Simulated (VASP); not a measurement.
Set up this calculation in VASP 6.6.1, as the native input.

```yaml
Task: relaxation of cell and atoms
Functional: PBE
Potentials_or_basis: VASP PAW PBE potentials, release 64 (Al, Cu)
Cutoff: 600 eV
k_mesh: 10 × 10 × 10
Occupations: methfessel-paxton, width 0.1 eV
Spin: no spin polarisation
Further_INCAR_settings: ALGO = Normal; EDIFF = 1e-07; IBRION = 2; EDIFFG = -0.005; NSW = 90; ISIF = 3
```

The structure of Al2Cu (Khatyrkite) lies in POSCAR:

```
Al2Cu                                   
1.0
   -3.0275083754      3.0275083754      2.4458010926
    3.0275083754     -3.0275083754      2.4458010926
    3.0275083754      3.0275083754     -2.4458010926
  Al              Cu            
     4     2
Direct
     0.6587537314743181    0.1587537314743183    0.8175074629486437
     0.1587537314743183    0.3412462685256817    0.5000000000000000
     0.3412462685256817    0.8412462685256819    0.1824925370513564
     0.8412462685256819    0.6587537314743181    0.5000000000000000
     0.2500000000000000    0.2500000000000000    0.0000000000000000
     0.7500000000000000    0.7500000000000000    0.0000000000000000
```

The input as run:

INCAR

```
  ALGO = Normal
  EDIFF = 1E-7
  EDIFFG = -0.005
  ENCUT = 600
  GGA = PE
  IBRION = 2
  ISIF = 3
  ISMEAR = 1
  KPAR = 2
  LASPH = True
  LCHARG = False
  LREAL = False
  LWAVE = False
  NELM = 80
  NSW = 90
  PREC = Accurate
  SIGMA = 0.1
```

KPOINTS

```
k-points
0
Gamma
  10 10 10
```

Potentials or basis: VASP PAW PBE potentials, release 64 (Al, Cu).

Launch:

```sh
$ cat potpaw_PBE.64/Al/POTCAR potpaw_PBE.64/Cu/POTCAR > POTCAR
$ mpirun -np 2 vasp_std > vasp.out
```

Results of the run:

```json
{
 "Relaxed volume": "14.93 Å³/atom",
 "Relaxed cell": "a = 4.929 Å, b = 4.929 Å, c = 4.929 Å, α = 104.24°, β = 104.24°, γ = 120.53°",
 "Space group after relaxing (to 0.05 Å)": "I4/mcm (No. 140)",
 "Energy gained by relaxing": "0.0 meV/atom",
 "Ionic steps": "3",
 "Pressure after relaxing": "0.0 GPa",
 "Largest force after relaxing": "0.005 eV/Å",
 "Band gap on the k mesh": "none (metal or under the smearing width)"
}
```

It took 3 min on 2 MPI ranks on Intel(R) Xeon(R) 6975P-C (Granite Rapids), with other jobs on the host, peak memory 0.37 GiB a rank.
